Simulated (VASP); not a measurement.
# CsBa3 (Pm-3m) in VASP: reference runs

Reference runs on CsBa3: the cell as given and a disturbed copy.

Everything below comes from runs of VASP 6.6.1. Logs are shortened: lines on timing, memory, paths and dates and some standing lists are left out, and cuts for length are marked.

### 1 The structure

Symmetry: Pm-3m, No. 221, cubic system. The conventional cell has a = 6.604 Å, b = 6.604 Å, c = 6.604 Å, α = 90.00°, β = 90.00°, γ = 90.00°.

The cell comes from a database or a generator and needn't be the stable form of this composition.

### 2 Single point, PBE

The input, INCAR:

```
SYSTEM = CsBa3
ALGO     = Normal         ! electronic algorithm
EDIFF    = 1E-7           ! SCF threshold, eV
ENCUT    = 520            ! plane-wave cutoff, eV
GGA      = PE             ! functional
ISIF     = 2              ! what is computed and relaxed
ISMEAR   = -1             ! smearing method
LASPH    = .True.         ! aspherical terms in the spheres
LCHARG   = .False.        ! write CHGCAR
LREAL    = .False.        ! projectors in reciprocal space
LWAVE    = .False.        ! write WAVECAR
NBANDS   = 28             ! bands
NELM     = 80             ! most SCF steps
PREC     = Accurate       ! precision mode
SIGMA    = 0.05           ! smearing width, eV
```

The input, KPOINTS:

```
k-points
0
Gamma
  4 4 4
  0 0 0
```

The input, POSCAR:

```
CsBa3
1.0
    6.6043710000      0.0000000000      0.0000000000
    0.0000000000      6.6043710000      0.0000000000
    0.0000000000      0.0000000000      6.6043710000
Ba Cs
3 1
Direct
    0.5000000000      0.5000000000      0.0000000000
    0.5000000000      0.0000000000      0.5000000000
    0.0000000000      0.5000000000      0.5000000000
    0.0000000000      0.0000000000      0.0000000000
```

Potentials or basis: VASP PAW PBE potentials, release 64 (Ba_sv, Cs_sv).

The run is started by

```sh
$ cat potpaw_PBE.64/Ba_sv/POTCAR potpaw_PBE.64/Cs_sv/POTCAR > POTCAR
$ mpirun -np 1 vasp_std > vasp.out
```

OUTCAR:

```text
SYSTEM = CsBa3
   EDIFF = 1E-7
   ENCUT = 520
   GGA = PE
   ISIF = 2
   ISMEAR = -1
   LASPH = .True.
   LREAL = .False.
   NELM = 80
   PREC = Accurate

 ion  position               nearest neighbor table
   1  0.500  0.500  0.000-   2 4.67   3 4.67   2 4.67   3 4.67   2 4.67   2 4.67   3 4.67   3 4.67

   2  0.500  0.000  0.500-   1 4.67   3 4.67   1 4.67   1 4.67   3 4.67   1 4.67   3 4.67   3 4.67

   3  0.000  0.500  0.500-   1 4.67   2 4.67   1 4.67   2 4.67   1 4.67   2 4.67   1 4.67   2 4.67

   4  0.000  0.000  0.000-

  LATTYP: Found a simple cubic cell.
 ALAT       =     6.6043710000

  Lattice vectors:

 A1 = (   6.6043710000,   0.0000000000,   0.0000000000)
 A2 = (   0.0000000000,   6.6043710000,   0.0000000000)
 A3 = (   0.0000000000,   0.0000000000,   6.6043710000)

Analysis of symmetry for initial positions (statically):
=====================================================================
 Subroutine PRICEL returns:
 Original cell was already a primitive cell.

 Routine SETGRP: Setting up the symmetry group for a
 simple cubic supercell.

 Subroutine GETGRP returns: Found 48 space group operations
 (whereof 48 operations were pure point group operations)
 out of a pool of 48 trial point group operations.

The static configuration has the point symmetry O_h .

Analysis of symmetry for dynamics (positions and initial velocities):
=====================================================================
 Subroutine PRICEL returns:
 Original cell was already a primitive cell.

 Routine SETGRP: Setting up the symmetry group for a
 simple cubic supercell.

 Subroutine GETGRP returns: Found 48 space group operations
 (whereof 48 operations were pure point group operations)
 out of a pool of 48 trial point group operations.

The dynamic configuration has the point symmetry O_h .

 Subroutine INISYM returns: Found 48 space group operations
 (whereof 48 operations are pure point group operations),
 and found     1 'primitive' translations

----------------------------------------------------------------------------------------

                                     Primitive cell

  volume of cell :     288.0676

  direct lattice vectors                    reciprocal lattice vectors
     6.604371000  0.000000000  0.000000000     0.151414874  0.000000000  0.000000000
     0.000000000  6.604371000  0.000000000     0.000000000  0.151414874  0.000000000
     0.000000000  0.000000000  6.604371000     0.000000000  0.000000000  0.151414874

  length of vectors
     6.604371000  6.604371000  6.604371000     0.151414874  0.151414874  0.151414874

  position of ions in fractional coordinates (direct lattice)
     0.500000000  0.500000000  0.000000000
     0.500000000  0.000000000  0.500000000
     0.000000000  0.500000000  0.500000000
     0.000000000  0.000000000  0.000000000

  ion indices of the primitive-cell ions
   primitive index   ion index
                 1           1
                 2           2
                 3           3
                 4           4

----------------------------------------------------------------------------------------

 KPOINTS: k-points

Automatic generation of k-mesh.
 Grid dimensions read from file:
 generate k-points for:    4    4    4

 Generating k-lattice:

  Cartesian coordinates                     Fractional coordinates (reciprocal lattice)
     0.037853718  0.000000000  0.000000000     0.250000000  0.000000000  0.000000000
     0.000000000  0.037853718  0.000000000     0.000000000  0.250000000  0.000000000
     0.000000000  0.000000000  0.037853718     0.000000000  0.000000000  0.250000000

  Length of vectors
     0.037853718  0.037853718  0.037853718

  Shift w.r.t. Gamma in fractional coordinates (k-lattice)
     0.000000000  0.000000000  0.000000000

 Subroutine IBZKPT returns following result:
 ===========================================

 Found     10 irreducible k-points:

 Following reciprocal coordinates:
            Coordinates               Weight
  0.000000  0.000000  0.000000      1.000000
  0.250000  0.000000  0.000000      6.000000
  0.500000  0.000000  0.000000      3.000000
  0.250000  0.250000  0.000000     12.000000
  0.500000  0.250000  0.000000     12.000000
  0.500000  0.500000  0.000000      3.000000
  0.250000  0.250000  0.250000      8.000000
  0.500000  0.250000  0.250000     12.000000
  0.500000  0.500000  0.250000      6.000000
  0.500000  0.500000  0.500000      1.000000
   k-points           NKPTS =     10   k-points in BZ     NKDIM =     10   number of bands    NBANDS=     28
   number of dos      NEDOS =    301   number of ions     NIONS =      4
   total plane-waves  NPLWV = 125000
   dimension x,y,z NGX =    50 NGY =   50 NGZ =   50
   dimension x,y,z NGXF=   100 NGYF=  100 NGZF=  100
   ions per type =               3   1
   NGX,Y,Z   is equivalent  to a cutoff of  12.59, 12.59, 12.59 a.u.
   NGXF,Y,Z  is equivalent  to a cutoff of  25.17, 25.17, 25.17 a.u.
 SYSTEM =  CsBa3
   PREC   = accura    normal or accurate (medium, high low for compatibility)
   ISTART =      0    job   : 0-new  1-cont  2-samecut
   ICHARG =      2    charge: 1-file 2-atom 10-const
   ISPIN  =      1    spin polarized calculation?
   LNONCOLLINEAR =      F non collinear calculations
   LSORBIT =      F    spin-orbit coupling
   LASPH  =      T    aspherical Exc in radial PAW
   ENCUT  =  520.0 eV  38.22 Ry    6.18 a.u.  12.28 12.28 12.28*2*pi/ulx,y,z
   NELM   =     80;   NELMIN=  2; NELMDL= -5     # of ELM steps
   EDIFF  = 0.1E-06   stopping-criterion for ELM
   LREAL  =      F    real-space projection
   EDIFFG = 0.1E-05   stopping-criterion for IOM
   NSW    =      0    number of steps for IOM
   IBRION =     -1    ionic relax: 0-MD 1-quasi-New 2-CG
   NFREE  =      0    steps in history (QN), initial steepest desc. (CG)
   ISIF   =      2    stress and relaxation
   ISYM   =      2    0-nonsym 1-usesym 2-fastsym
   POTIM  = 0.5000    time-step for ionic-motion
   TEBEG  =    0.0;   TEEND  =   0.0 temperature during run
   PSTRESS=    0.0 pullay stress
   NELECT =      39.0000    total number of electrons
   NUPDOWN=      -1.0000    fix difference up-down
   EMIN   =  10.00;   EMAX   =-10.00  energy-range for DOS
   EFERMI =   0.00;   METHOD = LEGACY
   ISMEAR =    -1;   SIGMA  =   0.05  broadening in eV -4-tet -1-fermi 0-gaus
   EFERMI_NEDOS =   21; number of points for ismear=-14 and -15
   IALGO  =     38    algorithm
   IMIX   =      4    mixing-type and parameters
     AMIX     =   0.40;   BMIX     =  1.00
     AMIX_MAG =   1.60;   BMIX_MAG =  1.00
  volume/ion in A,a.u.               =      72.02       485.99
  Fermi-wavevector in a.u.,A,eV,Ry     =   0.840617  1.588536  9.614382  0.706637
  Thomas-Fermi vector in A             =   1.955028
   LORBIT       =      0    0 simple, 1 ext, 2 COOP (PROOUT), +10 PAW based schemes
   GGA     = PE    functional components
   LHFCALC =     F    Hartree Fock is set to
   AEXX    =    0.0000 exact exchange contribution
   IVDW    =     0    specifies the selected vdW correction
   LEPSILON=     F    determine dielectric tensor
   LRPA    =     F    only Hartree local field effects (RPA)
 non-spin polarized calculation
  energy-cutoff  :      520.00
  volume of cell :      288.07
 maximum number of plane-waves:      7809
 NGX is ok and might be reduce to    50
   NGX = 25   NGY = 25   NGZ = 25

 number of electron      38.9999992 magnetization

 Free energy of the ion-electron system (eV)
  ---------------------------------------------------
  ext. energy  EPLUGINS =         0.00000000
  ---------------------------------------------------
  free energy    TOTEN  =        -5.98875106 eV

  energy without entropy =       -5.94402506  energy(sigma->0) =       -5.96638806

 E-fermi :   1.3552     XC(G=0):  -6.9404

 val. band max:        1.3214180316   @ k =   0.5000   0.2500   0.2500
 cond. band min:       1.3634110013   @ k =   0.5000   0.0000   0.0000
 fundamental gap:      0.0419929697
 Fermi energy:         1.3551986975

 k-point     1 :       0.0000    0.0000    0.0000
  band No.  band energies     occupation
      1     -27.9523      2.00000
      2     -27.9308      2.00000
      3     -27.9308      2.00000
      4     -21.5206      2.00000
      5     -13.1946      2.00000
      6     -13.1946      2.00000
[... 20 lines left out ...]
     27       3.2064      0.00000
     28       3.2064      0.00000

 k-point     2 :       0.2500    0.0000    0.0000
  band No.  band energies     occupation
      1     -27.9496      2.00000
      2     -27.9336      2.00000
      3     -27.9308      2.00000
      4     -21.5206      2.00000
      5     -13.1787      2.00000
      6     -13.1787      2.00000
[... 20 lines left out ...]
     27       2.8403      0.00000
     28       3.3956      0.00000

 k-point     3 :       0.5000    0.0000    0.0000
  band No.  band energies     occupation
      1     -27.9451      2.00000
      2     -27.9380      2.00000
      3     -27.9308      2.00000
      4     -21.5206      2.00000
      5     -13.1562      2.00000
      6     -13.1562      2.00000
[... 20 lines left out ...]
     27       2.8407      0.00000
     28       3.0170      0.00000

 k-point     4 :       0.2500    0.2500    0.0000
  band No.  band energies     occupation
      1     -27.9472      2.00000
      2     -27.9344      2.00000
      3     -27.9324      2.00000
      4     -21.5206      2.00000
      5     -13.1853      2.00000
      6     -13.1622      2.00000
[... 144 lines left out ...]
     27       2.8315      0.00000
     28       3.0760      0.00000

 k-point     9 :       0.5000    0.5000    0.2500
  band No.  band energies     occupation
      1     -27.9379      2.00000
      2     -27.9379      2.00000
      3     -27.9379      2.00000
      4     -21.5204      2.00000
      5     -13.2045      2.00000
      6     -13.1917      2.00000
[... 20 lines left out ...]
     27       2.8257      0.00000
     28       2.9207      0.00000

 k-point    10 :       0.5000    0.5000    0.5000
  band No.  band energies     occupation
      1     -27.9379      2.00000
      2     -27.9379      2.00000
      3     -27.9379      2.00000
      4     -21.5203      2.00000
      5     -13.2357      2.00000
      6     -13.1933      2.00000
[... 20 lines left out ...]
     27       2.7102      0.00000
     28       3.0647      0.00000

------------------------ aborting loop because EDIFF is reached ----------------------------------------

  FORCE on cell =-STRESS in cart. coord.  units (eV):
  Direction    XX          YY          ZZ          XY          YZ          ZX
  --------------------------------------------------------------------------------------
  -------------------------------------------------------------------------------------
  Total       -0.0667323     -0.0667323     -0.0667323      0.0000000     -0.0000000      0.0000000
  in kB       -0.3711524     -0.3711524     -0.3711524      0.0000000     -0.0000000      0.0000000
  external PRESSURE =      -0.3711524 kB  Pullay stress =       0.0000000 kB

 VOLUME and BASIS-vectors are now :
 -----------------------------------------------------------------------------
  energy-cutoff  :      520.00
  volume of cell :      288.07
      direct lattice vectors                 reciprocal lattice vectors
     6.604371000  0.000000000  0.000000000     0.151414874  0.000000000  0.000000000
     0.000000000  6.604371000  0.000000000     0.000000000  0.151414874  0.000000000
     0.000000000  0.000000000  6.604371000     0.000000000  0.000000000  0.151414874

 POSITION                                       TOTAL-FORCE (eV/Angst)
 -----------------------------------------------------------------------------------
      3.30219      3.30219      0.00000         0.000000      0.000000      0.000000
      3.30219      0.00000      3.30219         0.000000      0.000000      0.000000
      0.00000      3.30219      3.30219         0.000000      0.000000      0.000000
      0.00000      0.00000      0.00000         0.000000      0.000000      0.000000
 -----------------------------------------------------------------------------------
    total drift:                                0.000000     -0.000000      0.000000

  FREE ENERGIE OF THE ION-ELECTRON SYSTEM (eV)
  ---------------------------------------------------
  free  energy   TOTEN  =        -5.9887510591 eV

  energy  without entropy=       -5.9440250564  energy(sigma->0) =       -5.96638806
```

Run time: 2 min. Hardware: 1 thread of Intel Xeon Platinum 8175M at 2.50GHz (Skylake/Cascade Lake), shared host; peak memory 0.37 GiB.

What came out:

```yaml
Free_energy: -5.9888 eV
Pressure: 0.0 GPa
Band_gap_on_the_k_mesh: none (metal or under the smearing width)
```

The run has no spin-orbit coupling, so splittings on Ba, Cs are missing.

### 3 Single point, PBE (atoms moved at random, drawn with an rms of 0.05 Å)

The input, INCAR:

```
SYSTEM = CsBa3
ALGO = Normal
EDIFF = 1E-7
ENCUT = 520
GGA = PE
ISIF = 2
ISMEAR = -1
LASPH = .TRUE.
LCHARG = .TRUE.
LELF = .TRUE.
LREAL = .FALSE.
LVHAR = .TRUE.
LWAVE = .FALSE.
NBANDS = 28
NELM = 80
PREC = Accurate
SIGMA = 0.05
```

The input, KPOINTS:

```
k-points
0
G
  4 4 4
  0 0 0
```

The input, POSCAR:

```
CsBa3
1.0
    6.6043710000      0.0000000000      0.0000000000
    0.0000000000      6.6043710000      0.0000000000
    0.0000000000      0.0000000000      6.6043710000
Ba Cs
3 1
Direct
    0.5022380000      0.4966310000     -0.0074410000
    0.4993510000      0.0088980000      0.5032420000
   -0.0042600000      0.5093990000      0.5021600000
   -0.0006200000     -0.0028360000      0.0049940000
```

Potentials or basis: VASP PAW PBE potentials, release 64 (Ba_sv, Cs_sv).

The run is started by

```sh
$ cat potpaw_PBE.64/Ba_sv/POTCAR potpaw_PBE.64/Cs_sv/POTCAR > POTCAR
$ mpirun -np 1 vasp_std > vasp.out
```

Run time: 7.9 min. Hardware: 1 thread of Intel Xeon Platinum 8175M at 2.50GHz (Skylake/Cascade Lake), shared host; peak memory 0.5 GiB.

The run converged. Its results:

* Free energy: -5.9814 eV
* Pressure: 0.0 GPa
* Largest force: 0.103 eV/Å
* Band gap on the k mesh: none (metal or under the smearing width)

Forces in eV/Å, atoms in the order of the input:
```
Ba  -0.038  0.056  0.078
Ba  -0.014 -0.043 -0.038
Ba   0.040 -0.051 -0.029
Cs   0.012  0.038 -0.011
```

Levels at points of the mesh, in eV from the Fermi level:
| k point | band 16 | band 17 | band 18 | band 19 | band 20 | band 21 | band 22 | band 23 | band 24 | band 25 |
| --- | --- | --- | --- | --- | --- | --- | --- | --- | --- | --- |
| (0.00, 0.00, 0.00) | -9.74 | -2.54 | -0.60 | -0.54 | -0.54 | 0.05 | 0.05 | 0.05 | 1.84 | 1.84 |
| (0.50, 0.00, 0.00) | -9.75 | -1.52 | -1.26 | 0.01 | 0.21 | 0.47 | 0.71 | 0.72 | 0.79 | 0.79 |
| (0.00, 0.50, 0.00) | -9.75 | -1.52 | -1.26 | 0.01 | 0.21 | 0.47 | 0.72 | 0.72 | 0.79 | 0.79 |
| (0.00, 0.00, 0.50) | -9.75 | -1.52 | -1.25 | 0.01 | 0.20 | 0.46 | 0.72 | 0.72 | 0.80 | 0.80 |
| (0.50, 0.50, 0.00) | -9.75 | -0.69 | -0.59 | -0.58 | -0.21 | 0.54 | 0.76 | 0.77 | 0.85 | 0.91 |
| (0.00, 0.50, 0.50) | -9.75 | -0.68 | -0.59 | -0.59 | -0.21 | 0.54 | 0.78 | 0.78 | 0.87 | 0.90 |
| (0.50, 0.00, 0.50) | -9.75 | -0.68 | -0.59 | -0.58 | -0.21 | 0.55 | 0.78 | 0.78 | 0.86 | 0.90 |
| (0.50, 0.50, 0.50) | -9.75 | -0.85 | -0.85 | -0.84 | -0.45 | 0.66 | 1.07 | 1.07 | 1.08 | 1.35 |
